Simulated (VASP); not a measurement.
Consider the following.

```xyz
4
Lattice="3.2152 0.0000 0.0000 0.0000 5.0314 0.0000 0.0000 0.0000 5.2677" Properties=species:S:1:pos:R:3 pbc="T T T"
Mg     0.0000     0.0000     3.5488
Mg     0.0000     2.5157     1.7170
Mg     1.6076     2.5157     4.3760
Cd     1.6076     0.0000     0.8936
```

All values below come from PBEsol GGA, VASP's PBE PAW potentials (set 64) (plane waves; VASP). Settings: 400 eV cut-off, 11×7×7 Γ-centred mesh, tetrahedra with Blöchl corrections, potentials Mg Cd.

The cores are frozen, which limits the accuracy of field gradients.

Give the principal components of the electric field gradient (V/Å²) and the asymmetry η at each nucleus.

```json
[
 {"atom": "Mg1", "Vxx": "-0.5", "Vyy": "-0.1", "Vzz": "0.6", "η": "0.66"},
 {"atom": "Mg2", "Vxx": "2.1", "Vyy": "1.5", "Vzz": "-3.7", "η": "0.16"},
 {"atom": "Mg3", "Vxx": "-1.3", "Vyy": "-0.7", "Vzz": "2.0", "η": "0.28"},
 {"atom": "Cd4", "Vxx": "-19.5", "Vyy": "-18.5", "Vzz": "38.0", "η": "0.03"}
]
```

The structure comes from a computed database's Mg3Cd entry (Pmm2); how it stands against other phases isn't given here. It was relaxed first.
